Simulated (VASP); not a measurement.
Input of a VASP 6.6.1 run:

Contents of INCAR:

```
PREC = Accurate
ENCUT = 520
EDIFF = 1E-7
ISMEAR = -1
SIGMA = 0.05
LREAL = F
LASPH = T
NELM = 100
ALGO = Normal
ISIF = 2
LWAVE = F
LCHARG = T
ISPIN = 2
MAGMOM = 2 2 2 2 0 0 0 0
LORBIT = 11
LMAXMIX = 4
LDIPOL = T
IDIPOL = 3
DIPOL = 0.5 0.5 0.500
GGA = PE
LELF = T
LVHAR = T
LVACPOTAV = T
```

Contents of KPOINTS:

```
Automatic mesh
0
Gamma
  7 7 1
```

POSCAR

```
AlCo
1.0
    2.8194032100      0.0000000000      0.0000000000
    0.0000000000      2.8194032100      0.0000000000
    0.0000000000      0.0000000000     24.8679112350
Co Al
4 4
Direct
    0.5000000000      0.5000000000      0.3015934844
    0.5000000000      0.5000000000      0.4149686362
    0.5000000000      0.5000000000      0.5283437879
    0.5000000000      0.5000000000      0.6417189397
    0.0000000000      0.0000000000      0.3582810603
    0.0000000000      0.0000000000      0.4716562121
    0.0000000000      0.0000000000      0.5850313638
    0.0000000000      0.0000000000      0.6984065156
```

Potentials or basis: VASP PAW PBE potentials, release 64 (Co, Al).

Launch:

```console
$ cat potpaw_PBE.64/Co/POTCAR potpaw_PBE.64/Al/POTCAR > POTCAR
$ mpirun -np 1 vasp_std > vasp.out
```

(1) Predict the work function of the upper face.

(2) Estimate the work function of the lower face.

(3) Predict the band gap on the k mesh.

Results:

(1) 3.91 eV.

(2) 4.50 eV.

(3) none (metal or under the smearing width).
